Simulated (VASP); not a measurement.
A convergence study with VASP on Al (fcc): a few settings are varied, all else stays as given below, so the limit is that of these other settings. The cell's lengths are 1 % over those of the tabulated start, so it is off equilibrium.

```
Al
1.0
    0.00000     2.04525     2.04525
    2.04525     0.00000     2.04525
    2.04525     2.04525     0.00000
Al
1
Direct
  0.00000   0.00000   0.00000
```

All values below come from PBEsol GGA, VASP's PBE PAW potentials (set 64) (plane waves; VASP). The last row used: 550 eV cut-off, 13×13×13 Γ-centred mesh, first-order Methfessel-Paxton smearing of 0.10 eV, potentials Al.

| setting | E (eV/atom) | pressure (GPa) | electronic steps |
|---|---|---|---|
| ALGO = Normal, EDIFF = 1E-2 | -4.0763 | -4.05 | 8 |
| ALGO = Normal, EDIFF = 1E-3 | -4.0763 | -4.04 | 8 |
| ALGO = Normal, EDIFF = 1E-4 | -4.0763 | -4.04 | 8 |
| ALGO = Normal, EDIFF = 1E-5 | -4.0763 | -4.03 | 9 |
| ALGO = Normal, EDIFF = 1E-6 | -4.0763 | -4.03 | 9 |
| ALGO = Normal, EDIFF = 1E-7 | -4.0763 | -4.03 | 11 |
| ALGO = Normal, EDIFF = 1E-8 | -4.0763 | -4.03 | 12 |
| ALGO = Normal, EDIFF = 1E-9 | -4.0763 | -4.03 | 17 |
| ALGO = Fast, EDIFF = 1E-2 | -4.0763 | -4.05 | 8 |
| ALGO = Fast, EDIFF = 1E-3 | -4.0763 | -4.04 | 8 |
| ALGO = Fast, EDIFF = 1E-4 | -4.0763 | -4.04 | 8 |
| ALGO = Fast, EDIFF = 1E-5 | -4.0763 | -4.02 | 9 |
| ALGO = Fast, EDIFF = 1E-6 | -4.0763 | -4.03 | 10 |
| ALGO = Fast, EDIFF = 1E-7 | -4.0763 | -4.03 | 13 |
| ALGO = Fast, EDIFF = 1E-8 | -4.0763 | -4.03 | 17 |
| ALGO = Fast, EDIFF = 1E-9 | -4.0763 | -4.03 | 20 |
| ALGO = All, EDIFF = 1E-2 | -4.0761 | -4.05 | 7 |
| ALGO = All, EDIFF = 1E-3 | -4.0763 | -4.04 | 8 |
| ALGO = All, EDIFF = 1E-4 | -4.0763 | -4.03 | 9 |
| ALGO = All, EDIFF = 1E-5 | -4.0763 | -4.03 | 10 |
| ALGO = All, EDIFF = 1E-6 | -4.0763 | -4.03 | 10 |
| ALGO = All, EDIFF = 1E-7 | -4.0763 | -4.03 | 11 |
| ALGO = All, EDIFF = 1E-8 | -4.0763 | -4.03 | 12 |
| ALGO = All, EDIFF = 1E-9 | -4.0763 | -4.03 | 15 |

Left out are rungs that failed or repeat a setting and relaxations that didn't move; long series are thinned to 24 rows.

The compound is Al in the fcc structure. The cell was not relaxed at this level.
